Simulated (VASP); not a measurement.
Consider the following.

```xyz
2
Lattice="4.2900 0.0000 0.0000 0.0000 4.2900 0.0000 0.0000 0.0000 4.2900" Properties=species:S:1:pos:R:3 pbc="T T T"
Cs     0.0000     0.0000     0.0000
Br     2.1450     2.1450     2.1450
```

All values below come from PBE GGA, VASP's PBE PAW potentials (set 64) (plane waves; VASP 6.6.1). Settings: 400 eV cut-off, 6×6×6 Γ-centred mesh, Gaussian smearing of 0.050 eV, potentials Cs_sv Br.

Task: Give the stress tensor in GPa (positive for a compressed cell).

Result: 
```
1.03  0.00  0.00
0.00  1.03  0.00
0.00  0.00  1.03
```
The pressure is its mean diagonal, 1.03 GPa.

The compound is CsBr in the CsCl type structure. The cell was not relaxed at this level.
